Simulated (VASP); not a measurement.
Here is the system:

```
PtGe2
1.0
    5.74112     0.00000     0.00000
    0.00000     6.22163     0.00000
    0.00000     0.00000     2.98876
Ge Pt
4 2
Direct
  0.83039   0.37320   0.00000
  0.16961   0.62680   0.00000
  0.33039   0.12680   0.50000
  0.66961   0.87320   0.50000
  0.00000   0.00000   0.00000
  0.50000   0.50000   0.50000
```

These are LDA (Ceperley-Alder, Perdew-Zunger), VASP's LDA PAW potentials (set 64) (plane waves; VASP) values and carry that method's errors. Run with 300 eV cut-off, 3×3×6 Γ-centred mesh, Fermi-Dirac smearing of 0.050 eV, potentials Ge_d Pt.

At this cut-off the stress carries a Pulay error, which pulls relaxed volumes low. Unless said otherwise, spin-orbit coupling is left out, though it shifts the bands of the heavy elements here.

Question: What does the run give for the energy per atom (σ→0), pressure, band gap (on the k-mesh) with the smallest direct gap where there is one?

Answer: 
* **band gap (on the k-mesh)**: none (metal, semimetal or under 0.01 eV)
* **energy per atom (σ→0)**: -6.351 eV/atom
* **pressure**: -5.71 GPa

The structure comes from a computed database's Ge2Pt entry (Pnnm); how it stands against other phases isn't given here. The cell was not relaxed at this level. The k-mesh is coarse (spacing up to 0.36 per Å, 2π included), so the numbers may not be converged in it.
